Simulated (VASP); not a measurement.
Given:

```xyz
3
Lattice="0.0000 2.5337 2.5337 2.5337 0.0000 2.5337 2.5337 2.5337 0.0000" Properties=species:S:1:pos:R:3 pbc="T T T"
Zr     0.0000     0.0000     0.0000
O      1.2669     1.2669     1.2669
O      3.8006     3.8006     3.8006
```

These are PBEsol GGA with spin-orbit coupling, VASP's PBE PAW potentials (set 64) (plane waves; VASP) values and carry that method's errors. Run with 520 eV cut-off, 7×7×7 Γ-centred mesh, Gaussian smearing of 0.050 eV, potentials Zr_sv O.

Question: Give the energies of bands 17 to 30 at the high-symmetry points, in eV from the valence-band maximum.

Answer: 
```csv
band,Γ,X,U,L,W
17,-5.36,-3.15,-3.14,-2.60,-2.46
18,-5.36,-3.15,-3.14,-2.60,-2.46
19,-0.59,-1.56,-2.27,-2.52,-2.40
20,-0.59,-1.56,-2.27,-2.52,-2.40
21,-0.52,-1.53,-1.23,-1.72,-1.41
22,-0.52,-1.53,-1.23,-1.72,-1.41
23,-0.52,0.00,-0.34,-1.62,-0.21
24,-0.52,0.00,-0.34,-1.62,-0.21
25,3.31,3.75,4.00,3.96,4.43
26,3.31,3.75,4.00,3.96,4.43
27,3.31,4.76,4.77,4.02,4.60
28,3.31,4.76,4.77,4.02,4.60
29,6.47,5.95,6.27,6.21,6.37
30,6.47,5.95,6.27,6.21,6.37
```

The gap is indirect, 3.31 eV, from the valence maximum at X to the conduction minimum at Γ.

The structure comes from a computed database's ZrO2 entry (Fm-3m); how it stands against other phases isn't given here. It was relaxed first.
